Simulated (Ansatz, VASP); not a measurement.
**Cross-check of H146C36O37 between VASP and Ansatz**

One calculation is typed for both programs; each brings its own data sets. How far apart do they land? The cell is taken from a series of runs on this material, whose earlier steps may have relaxed, scaled, displaced or heated it; both programs get it as it stands.

Method: plane waves, with VASP 6.6.1 beside it; LDA, in Ansatz 0.2.0.

**1. Set-up**

The cell holds 219 atoms: 36 C, 37 O and 146 H. Cell: a = 13.386 Å, b = 13.386 Å, c = 13.386 Å, α = 90.0°, β = 90.0°, γ = 90.0°.

**2. VASP: single point, LDA**

A single point takes one fixed geometry, so differences don't come from the geometry; what else differs is listed under the comparison.

Lines of VASP's logs that name or quote its potential files are left out, and so is its time.

INCAR reads:

```
SYSTEM = H146C36O37
PREC = Accurate
ENCUT = 600
EDIFF = 1E-06
NELM = 120
ISMEAR = 0
SIGMA = 0.05
LREAL = Auto
ALGO = Normal
GGA = PW92
NBANDS = 409
LORBIT = 11
LWAVE = .FALSE.
LCHARG = .FALSE.
ISIF = 2
LASPH = .TRUE.
GGA_COMPAT = .FALSE.
EFERMI = MIDGAP
```

POSCAR reads:

```
H146C36O37
1.0
   13.3862900000      0.0000000000      0.0000000000
    0.0000000000     13.3862900000      0.0000000000
    0.0000000000      0.0000000000     13.3862900000
C O H
36 37 146
Direct
    0.6620000000      0.3472200000      0.5731100000
    0.5831000000      0.2855800000      0.5113700000
    0.5483900000      0.1195000000      0.4718000000
    0.5672200000      0.0124900000      0.4986600000
    0.7663400000      0.8190600000      0.6249100000
    0.7524400000      0.8721000000      0.7275600000
    0.8011700000      0.0392300000      0.7805400000
    0.8855500000      0.1103800000      0.7580600000
    0.0625200000      0.5549800000      0.8057000000
    0.0548200000      0.4928100000      0.8967800000
    0.9390600000      0.4335000000      0.0063800000
    0.8544700000      0.4688900000      0.0723700000
    0.1931600000      0.9741500000      0.8619400000
    0.1819700000      0.8592300000      0.8689100000
    0.2245900000      0.7939600000      0.7218200000
    0.1870900000      0.7415800000      0.6284200000
    0.4590600000      0.5119100000      0.4984200000
    0.3663300000      0.4952700000      0.4388800000
    0.1999400000      0.4523900000      0.4626600000
    0.1246900000      0.4729400000      0.5443400000
    0.4562000000      0.0149900000      0.8044800000
    0.4783300000      0.1004400000      0.8697700000
    0.5773900000      0.1379200000      0.0064700000
    0.6176100000      0.0927400000      0.1044100000
    0.2714200000      0.1844400000      0.5096500000
    0.2559400000      0.0874400000      0.5713000000
    0.0935300000      0.0322100000      0.5642600000
    0.0240400000      0.9536300000      0.5119700000
    0.2107500000      0.2542100000      0.8326500000
    0.2802800000      0.3044000000      0.9032600000
[... 183 atom lines left out ...]
    0.6469400000      0.5603300000      0.6504300000
    0.7117900000      0.5900800000      0.7493800000
    0.1963500000      0.1671300000      0.1423600000
    0.0891700000      0.2238600000      0.1291300000
    0.8847500000      0.7397400000      0.9241700000
    0.8962200000      0.6191600000      0.9387400000
```

KPOINTS reads:

```
Automatic mesh
0
Gamma
1 1 1
0 0 0
```

Potentials, in the order of the species: C, O and H (LDA family, release 64).

The run is started by

```console
$ export OMP_NUM_THREADS=3
$ mpirun -np 1 vasp_gam
```

Numbers of over 12 decimals in the logs are rounded to 6 here.

The program printed:

```text
[banner, memory and clock lines left out]
running    1 mpi-ranks, on    1 nodes
[...]
Offloading initialized ...    1 GPUs detected
[...]
|                                                                             |
|               ----> ADVICE to this user running VASP <----                  |
|                                                                             |
|     You enforced a specific xc type in the INCAR file but a different       |
|     [... a line on the potential file left out ...]
|     I HOPE YOU KNOW WHAT YOU ARE DOING!                                     |
|                                                                             |

 LDA part: xc-table for (Slater(with rela. corr.)+PW92), standard interpolation
 POSCAR, INCAR and KPOINTS ok, starting setup
[...]
entering main loop
       N       E                     dE             d eps       ncg     rms          rms(c)
DAV:   1     0.396236342150E+04    0.39624E+04   -0.27650E+05   834   0.127E+03
DAV:   2    -0.769323206773E+03   -0.47317E+04   -0.44489E+04  1043   0.284E+02
DAV:   3    -0.130486510985E+04   -0.53554E+03   -0.53099E+03  1028   0.979E+01
DAV:   4    -0.131759261843E+04   -0.12728E+02   -0.12686E+02  1036   0.170E+01
[...]
DAV:  19    -0.118769186490E+04   -0.38320E-05   -0.89622E-06  1028   0.756E-03    0.395E-03
DAV:  20    -0.118769186593E+04   -0.10270E-05   -0.31098E-06   932   0.383E-03    0.211E-03
DAV:  21    -0.118769186600E+04   -0.70155E-07   -0.56566E-07   756   0.198E-03
   1 F= -.11876919E+04 E0= -.11876919E+04  d E =0.000000E+00
```

OUTCAR, selected parts (step 2):

```text
  FREE ENERGIE OF THE ION-ELECTRON SYSTEM (eV)
  ---------------------------------------------------
  free  energy   TOTEN  =     -1187.6918659981 eV

  energy  without entropy=    -1187.6918659981  energy(sigma->0) =    -1187.69186600
```

The run ends at a pressure of -0.88 GPa, with forces up to 5.3 eV/Å.

**3. Ansatz: single point, LDA**

Ansatz runs on its default PAW (the set named soft_2) files.

The same cell, functional (in two slightly different forms), mesh and smearing now go to Ansatz, which takes its cutoff from its data sets.

input.yaml reads:

```yaml
crystal:
  lattice:
    - [13.38629, 0.0, 0.0]
    - [0.0, 13.38629, 0.0]
    - [0.0, 0.0, 13.38629]
  atoms:
    - { symbol: C, position: [0.662, 0.34722, 0.57311] }
    - { symbol: C, position: [0.5831, 0.28558, 0.51137] }
    - { symbol: O, position: [0.5989, 0.18003, 0.53759] }
    - { symbol: C, position: [0.54839, 0.1195, 0.4718] }
    - { symbol: C, position: [0.56722, 0.01249, 0.49866] }
    - { symbol: H, position: [0.73916, 0.31769, 0.56113] }
    - { symbol: H, position: [0.64326, 0.33961, 0.65349] }
    - { symbol: H, position: [0.65136, 0.42206, 0.54813] }
    - { symbol: H, position: [0.50713, 0.30585, 0.52598] }
    - { symbol: H, position: [0.59638, 0.30077, 0.43354] }
    - { symbol: H, position: [0.46394, 0.13011, 0.4762] }
    - { symbol: H, position: [0.57167, 0.13569, 0.39516] }
    - { symbol: H, position: [0.54849, 0.99627, 0.57604] }
    - { symbol: H, position: [0.52263, 0.96528, 0.44974] }
    - { symbol: H, position: [0.64052, 0.99306, 0.49504] }
    - { symbol: C, position: [0.76634, 0.81906, 0.62491] }
    - { symbol: C, position: [0.75244, 0.8721, 0.72756] }
    - { symbol: O, position: [0.83073, 0.94193, 0.74371] }
    - { symbol: C, position: [0.80117, 0.03923, 0.78054] }
    - { symbol: C, position: [0.88555, 0.11038, 0.75806] }
    - { symbol: H, position: [0.70909, 0.76028, 0.6121] }
    - { symbol: H, position: [0.84588, 0.79248, 0.61593] }
    - { symbol: H, position: [0.74838, 0.86722, 0.56157] }
    - { symbol: H, position: [0.6845, 0.90862, 0.73967] }
    - { symbol: H, position: [0.75708, 0.8136, 0.78299] }
    - { symbol: H, position: [0.72866, 0.05934, 0.7495] }
    - { symbol: H, position: [0.791, 0.04401, 0.8621] }
    - { symbol: H, position: [0.87241, 0.18293, 0.78628] }
    - { symbol: H, position: [0.95058, 0.07666, 0.78771] }
    - { symbol: H, position: [0.90168, 0.11591, 0.67897] }
[... 183 atom lines left out ...]
    - { symbol: O, position: [0.16285, 0.22933, 0.11809] }
    - { symbol: H, position: [0.19635, 0.16713, 0.14236] }
    - { symbol: H, position: [0.08917, 0.22386, 0.12913] }
    - { symbol: O, position: [0.85334, 0.67857, 0.95336] }
    - { symbol: H, position: [0.88475, 0.73974, 0.92417] }
    - { symbol: H, position: [0.89622, 0.61916, 0.93874] }
kpoints:
  mp_grid: { grid: [1, 1, 1] }
hamiltonian:
  xc: lda
scf:
  occupations: { method: gaussian, width: 0.05 }
output:
  forces: true
  stress: true
  populations: true
  dos:
    method: { smearing: { sigma: 0.15 } }
    de: 0.1
    projected: { site_lists: { C: [C], H: [H], O: [O] } }
  eigenvalues: true
  write_density: true
  write_potential: true
  volumetric_format: npy
```

The run is started by

```console
$ ansatz run input.yaml --threads 8 --pin off --max-ram 15872MiB --backend cpu --events-out ev --progress --plain --runs-dir out
```

The program printed:

```text
Engine: ansatz 0.2.0, x86_64-unknown-linux-gnu
Pseudopotentials: kind: paw
Pseudopotential: C, paw, valence charge 4, recommended cutoff 420 eV (normal), C.paw.azcp
Pseudopotential: O, paw, valence charge 6, recommended cutoff 420 eV (normal), O.paw.azcp
Pseudopotential: H, paw, valence charge 1, recommended cutoff 420 eV (normal), H.paw.azcp
Functional definition: SPW92
  exchange = slater_x
  correlation = pw_c
Crystal: 219 atoms, lattice volume = 2398.726 Å³
Basis set: ecut = 420 eV, 46897 PW (Γ)
Bands: 475, of which v1, the nominal top of the filled ones, is band 256 counted from 1 (255 counted from 0)
Symmetry: 1 space group operations
Space group: P1 (ITA 1), of the structure as read, at distance tolerance 1.3e-4 Å
k-points: 1
Non-local potential: C, projectors of the file, l = 0: 2, l = 1: 2, l = 2: 1
Non-local potential: O, projectors of the file, l = 0: 2, l = 1: 2, l = 2: 1
Non-local potential: H, projectors of the file, l = 0: 2, l = 1: 1
PAW form: soft (Blöchl's): semilocal exchange-correlation on the pseudo side does not see the compensation charge
PAW frozen core: C, regenerated for the run's functional, and the local potential with it (the file was generated under x = pbe(κ = 0.804, μ = 0.219515), c = pbe(β = 0.066725))
PAW frozen core: O, regenerated for the run's functional, and the local potential with it (the file was generated under x = pbe(κ = 0.804, μ = 0.219515), c = pbe(β = 0.066725))
PAW one-centre angular grid: C, 110 points (default); XC on 64 Gauss nodes
PAW one-centre angular grid: O, 110 points (default); XC on 64 Gauss nodes
PAW one-centre angular grid: H, 110 points (default); XC on 64 Gauss nodes
Initial density: superposition of atomic densities (neutral atoms: chi_scale 0, normalization atom), corrected by the library's trained network
Initial wavefunctions: pseudopotential atomic-orbital guess
Functional: x = slater, c = lda
SCF iter   1: F=—  HF=-31581.936145 eV  |F-HF|=—  |Δ(HF+E_count)|=         —  Δρ=8.82e-3  dr2=1.46e0  ethr=1.77e-3  ⟨swp⟩=6.0  Hψ=2213  notcnv=0  defer=81
preconditioner: auto → Resta (q_TF=auto, 2.109 Å⁻¹)  ε∞=2.1  [insulator: Δε(μ)=4.143 eV  Ē_g=15.948 eV  σ=0.050 eV  W_gap=1.00  n_scr=388 (ndim 8)  ℏωp=17.1 eV  f_vac=0.297  D(μ)=0.00/eV (n_scr^D=0)  ε∞_Penn≈2.1]
SCF iter   2: F=—  HF=-31581.530924 eV  |F-HF|=—  |Δ(HF+E_count)|=   4.05e-1  Δρ=3.76e-3  dr2=2.43e-1  ethr=2.85e-4  ⟨swp⟩=3.0  Hψ=810  notcnv=0  defer=212
SCF iter   3: F=—  HF=-31581.476043 eV  |F-HF|=—  |Δ(HF+E_count)|=   5.49e-2  Δρ=1.54e-3  dr2=5.86e-2  ethr=4.75e-5  ⟨swp⟩=2.0  Hψ=523  notcnv=0  defer=212
SCF iter   4: F=—  HF=-31581.467099 eV  |F-HF|=—  |Δ(HF+E_count)|=   8.94e-3  Δρ=4.21e-4  dr2=5.48e-3  ethr=1.14e-5  ⟨swp⟩=2.0  Hψ=518  notcnv=0  defer=212
SCF iter   5: F=—  HF=-31581.468282 eV  |F-HF|=—  |Δ(HF+E_count)|=   1.18e-3  Δρ=1.73e-4  dr2=9.58e-4  ethr=1.07e-6  ⟨swp⟩=2.0  Hψ=518  notcnv=0  defer=212
SCF iter   6: F=—  HF=-31581.468935 eV  |F-HF|=—  |Δ(HF+E_count)|=   6.52e-4  Δρ=1.25e-4  dr2=2.99e-4  ethr=1.87e-7  ⟨swp⟩=2.0  Hψ=800  notcnv=0  defer=212
SCF iter   7: F=—  HF=-31581.468969 eV  |F-HF|=—  |Δ(HF+E_count)|=   3.43e-5  Δρ=2.01e-5  dr2=1.25e-5  ethr=5.85e-8  ⟨swp⟩=2.0  Hψ=517  notcnv=0  defer=212
SCF iter   8: F=—  HF=-31581.469255 eV  |F-HF|=—  |Δ(HF+E_count)|=   2.86e-4  Δρ=9.12e-6  dr2=1.99e-6  ethr=2.44e-9  ⟨swp⟩=2.0  Hψ=505  notcnv=0  defer=212
SCF iter   9: F=—  HF=-31581.469256 eV  |F-HF|=—  |Δ(HF+E_count)|=   1.77e-6  Δρ=4.67e-6  dr2=4.82e-7  ethr=3.88e-10  ⟨swp⟩=2.0  Hψ=518  notcnv=0  defer=212
SCF iter  10: F=-31581.469257 eV  HF=-31581.469257 eV  |F-HF|=6.80e-8  |Δ(HF+E_count)|=   2.83e-7  Δρ=1.01e-6  dr2=3.91e-8  ethr=1.95e-11  ⟨swp⟩=18.0  Hψ=4193  notcnv=0
SCF 1 converged in 10 iterations: F = -31581.469257 eV  dr2 = 3.91e-8
  greatest PAW one-centre occupation: 0.859 electrons in one spin orbital (limit 2), on the O atom at site 135 (counted from 0), in its partial waves of l = 0
SCF converged after 10 iterations
Free energy (F): -31581.469257 eV
Harris-Foulkes:  -31581.469257 eV  (|F-HF|=6.80e-8)
Internal energy: -31581.469257 eV  (E = F + TS)
E sigma→0 (E₀):  -31581.469257 eV
Fermi energy:    -0.209717 eV
--- Per-component energies (eV) ---
  E_band       = -4725.835629
  E_kinetic    = 11694.351517
  E_local      = -43006.927484  (includes V_loc(G=0)·N_el)
  E_nonlocal   = 3113.002628
  E_hartree    = 16204.234198
  E_xc         = -5618.608679
  E_vxc        = -7177.475810  (∫ρ·V_xc dr)
  E_paw        = -8847.673477  (= ΣΔE_a)
  E_vpaw       = -1757.159831  (= ΣTr[D̂ρ^β])
  E_aug_tail   = -0.087877  (compensation charges beyond the density's cutoff)
  E_ewald      = -5125.608147
  E_core_change = 5.848065  (= ΣΔE_core)
  E_smearing   = -0.000000  (= −TS)
  E_closure    = 0.000000  (closes the sum)
  Σ components = -31581.469257   (vs F -31581.469257, Δ=0.00e0)
--- Forces (eV/Å), atoms counted from 1 ---
[...]
--- Löwdin populations: 219 sites ---
  site symbol       q [e]
     0      C      4.4776
     1      C      4.0794
     2      O      6.3375
     3      C      4.0384
     4      C      4.5214
     5      H      0.7916
     6      H      0.8072
     7      H      0.8049
     8      H      0.8264
     9      H      0.8256
    10      H      0.8655
    11      H      0.8353
    12      H      0.8068
    13      H      0.7944
    14      H      0.7820
    15      C      4.4853
    16      C      4.0947
    17      O      6.3206
    18      C      4.0803
    19      C      4.5128
    20      H      0.7990
    21      H      0.7958
    22      H      0.8244
    23      H      0.8100
[...]
211      H      0.6054
   212      H      0.6055
   213      O      6.7584
   214      H      0.6228
   215      H      0.6266
   216      O      6.6998
   217      H      0.6226
   218      H      0.6262
  spilling = 0.011870 (of n_electrons = 512.000000)
```

The column dr2 measures how far the density is from self-consistency, as an energy; F and HF (Harris–Foulkes) agree once it is small.

**4. Comparison**

Known differences besides the potentials themselves: the two LDA forms differ slightly; the cutoff is 420 eV in Ansatz and 600 eV in VASP (PREC = Accurate, projectors in real space); VASP's log shows a relativistic correction to its local exchange, Ansatz's none. Total energies have different zeros and are not compared.

The two programs side by side:

| quantity | Ansatz | VASP | difference |
| --- | --- | --- | --- |
| pressure (GPa) | -0.92 | -0.88 | -0.04 |
| gap on the k mesh (eV) | 3.765 | 3.759 | +0.006 |

Forces on 10 of the 219 atoms, those with the largest forces and the largest differences (eV/Å; atoms numbered as in POSCAR):

| atom | Ansatz x, y, z | VASP x, y, z |
| --- | --- | --- |
| C2 | 2.883, -1.203, 2.183 | 2.878, -1.083, 2.177 |
| C14 | -1.282, 3.078, 0.064 | -1.216, 3.148, 0.253 |
| C24 | 2.271, 0.213, -2.648 | 2.261, 0.214, -2.637 |
| C33 | -5.176, -1.132, 0.251 | -5.147, -1.124, 0.249 |
| C35 | 0.501, 1.284, -3.615 | 0.431, 1.157, -3.565 |
| O39 | -0.105, -2.172, 0.342 | -0.235, -2.018, 0.311 |
| O40 | 1.624, -0.035, -1.626 | 1.425, -0.073, -1.710 |
| H83 | 3.384, -0.772, -0.612 | 3.391, -0.774, -0.612 |
| H156 | 3.844, 1.334, -0.083 | 3.844, 1.334, -0.082 |
| H159 | -0.480, -0.258, 4.301 | -0.481, -0.256, 4.298 |

The forces differ by 57 meV/Å r.m.s., which is 7.0 % of the r.m.s. force of 0.815 eV/Å (both taken over all components). A gap on the mesh is an upper bound, since the band edges may lie between its points.

**5. Outcome**

```json
{"r.m.s. force difference (single point, LDA)": "7.0 % of the r.m.s. force"}
```

What this shows: The r.m.s. force difference is 7.0 % of the r.m.s. force (single point, LDA), beyond the 3 % picked in this series as the mark of a large difference. What causes the difference of the single point, LDA pair stays open here. Such differences can come from data sets, numerical settings and the points named under the comparisons, not from the functional's error against experiment.

[Lines on the potential files, build, host, timing and source positions are cut from VASP's logs without a mark.]

[Logs are printed without paths, hosts, clocks, repeated set-up lines and the standing remarks that a program may print on its own settings, such as how far it seeks lower states.]

[Hosts, paths, dates, database ids (printed as entryN), source tags and the programs' standing remarks are cut or masked in the printed files.]
